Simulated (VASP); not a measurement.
Method: PBE GGA with D4 dispersion, VASP's PBE PAW potentials (set 64) (plane waves; VASP).

VASP input:

**POSCAR**
```
PbTe
1
    0.0000000000     3.2300000000     3.2300000000
    3.2300000000     0.0000000000     3.2300000000
    3.2300000000     3.2300000000     0.0000000000
Te Pb
1 1
Direct
  0.5000000000   0.5000000000   0.5000000000
  0.0000000000   0.0000000000   0.0000000000
```

### KPOINTS
```
K-points
0
gamma
  7 7 7
```

INCAR:
```
SYSTEM = PbTe
PREC = Accurate; ENCUT = 520; LREAL = F
LASPH = T
EDIFF = 1E-6; NELM = 100; ALGO = Normal
LMAXMIX = 4
ISMEAR = 0; SIGMA = 0.05
GGA = PE; IVDW = 13
IBRION = 2; NSW = 60; ISIF = 3
EDIFFG = -0.01
LWAVE = F; LCHARG = F
```

POTCAR, in this order: Te Pb_d (PBE.64 set). Program: vasp_std.

Output

OSZICAR:
```
       N       E                     dE             d eps       ncg     rms          rms(c)
DAV:   1     0.151046913107E+03    0.15105E+03   -0.92130E+03   560   0.137E+03
DAV:   2     0.348163210839E+01   -0.14757E+03   -0.14508E+03   590   0.333E+02
DAV:   3    -0.733793109351E+01   -0.10820E+02   -0.10787E+02   746   0.974E+01
DAV:   4    -0.761222614456E+01   -0.27430E+00   -0.27422E+00   666   0.192E+01
DAV:   5    -0.762193166903E+01   -0.97055E-02   -0.97054E-02   762   0.302E+00    0.335E+00
DAV:   6    -0.750316489346E+01    0.11877E+00   -0.28562E-01   748   0.433E+00    0.209E+00
DAV:   7    -0.749998818083E+01    0.31767E-02   -0.86689E-02   672   0.168E+00    0.923E-01
DAV:   8    -0.750176371990E+01   -0.17755E-02   -0.97248E-03   614   0.117E+00    0.151E-01
DAV:   9    -0.750172696595E+01    0.36754E-04   -0.11286E-03   842   0.409E-01    0.601E-02
DAV:  10    -0.750176164937E+01   -0.34683E-04   -0.12810E-04   578   0.975E-02    0.207E-02
DAV:  11    -0.750176924854E+01   -0.75992E-05   -0.42191E-05   680   0.617E-02    0.168E-02
DAV:  12    -0.750176911107E+01    0.13747E-06   -0.24477E-06   662   0.122E-02
   1 F= -.83782633E+01 E0= -.83782633E+01  d E =-.837826E+01
       N       E                     dE             d eps       ncg     rms          rms(c)
DAV:   1    -0.750856980842E+01   -0.68006E-02   -0.10388E-01   686   0.583E+00    0.302E-01
DAV:   2    -0.750585600209E+01    0.27138E-02   -0.55041E-03   692   0.137E+00    0.113E-01
DAV:   3    -0.750536669351E+01    0.48931E-03   -0.20919E-03   692   0.771E-01    0.228E-02
DAV:   4    -0.750536590430E+01    0.78922E-06   -0.34837E-05   572   0.638E-02    0.171E-02
DAV:   5    -0.750536241138E+01    0.34929E-05   -0.88657E-06   652   0.303E-02    0.477E-03
DAV:   6    -0.750536215232E+01    0.25906E-06   -0.67221E-07   310   0.150E-02
   2 F= -.83783880E+01 E0= -.83783880E+01  d E =-.124734E-03
```

**OUTCAR**
```
------------------------ aborting loop because EDIFF is reached ----------------------------------------
  Edisp (eV):   -0.87303
  FORCE on cell =-STRESS in cart. coord.  units (eV):
  Direction    XX          YY          ZZ          XY          YZ          ZX
  --------------------------------------------------------------------------------------
  Total      -0.00822    -0.00822    -0.00822     0.00000    -0.00000     0.00000
  in kB      -0.19465    -0.19465    -0.19465     0.00000    -0.00000     0.00000
  external pressure =       -0.19 kB  Pullay stress =        0.00 kB
  volume of cell :       67.68
      direct lattice vectors                 reciprocal lattice vectors
    -0.000000000  3.234554320  3.234554320    -0.154580802  0.154580802  0.154580802
     3.234554320  0.000000000  3.234554320     0.154580802 -0.154580802  0.154580802
     3.234554320  3.234554320  0.000000000     0.154580802  0.154580802 -0.154580802
  FREE ENERGIE OF THE ION-ELECTRON SYSTEM (eV)
  ---------------------------------------------------
  free  energy   TOTEN  =        -8.3783880225 eV

  energy  without entropy=       -8.3783880225  energy(sigma->0) =       -8.37838802

 reached required accuracy - stopping structural energy minimisation
```
(Selected blocks of OUTCAR.)

File CONTCAR:
```
PbTe
   1.00000000000000
    -0.0000000000000000    3.2345543204972191    3.2345543204972191
     3.2345543204972191    0.0000000000000000    3.2345543204972191
     3.2345543204972191    3.2345543204972191    0.0000000000000000
  Te              Pb
     1     1
Direct
     0.5000000000000000    0.5000000000000000    0.5000000000000000
     1.0000000000000000    1.0000000000000000    0.0000000000000000
```

The compound is PbTe in the rock salt structure. This run relaxes it. Symmetry was kept, so distortions that lower it aren't found.
